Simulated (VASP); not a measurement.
Consider the following.

```xyz
5
Lattice="3.9066 0.0000 0.0000 0.0000 3.9066 0.0000 0.0000 0.0000 3.9066" Properties=species:S:1:pos:R:3 pbc="T T T"
K      0.0000     0.0000     0.0000
Ta     1.9533     1.9533     1.9533
O      1.9533     0.0000     1.9533
O      0.0000     1.9533     1.9533
O      1.9533     1.9533     0.0000
```

Computed with r2SCAN+rVV10, VASP's PBE PAW potentials (set 64) (plane waves; VASP 6.6.1). Settings: 520 eV cut-off, 6×6×6 Γ-centred mesh, Gaussian smearing of 0.050 eV, potentials K_sv Ta_pv O.

Task: Give the stress tensor in GPa (positive for a compressed cell).

Result: 
```
15.19   0.00   0.00
 0.00  15.19   0.00
 0.00   0.00  15.19
```
The pressure is its mean diagonal, 15.19 GPa.

The compound is KTaO3 in the cubic perovskite structure. This cell is one point of a volume scan, at 0.94 of the reference volume.
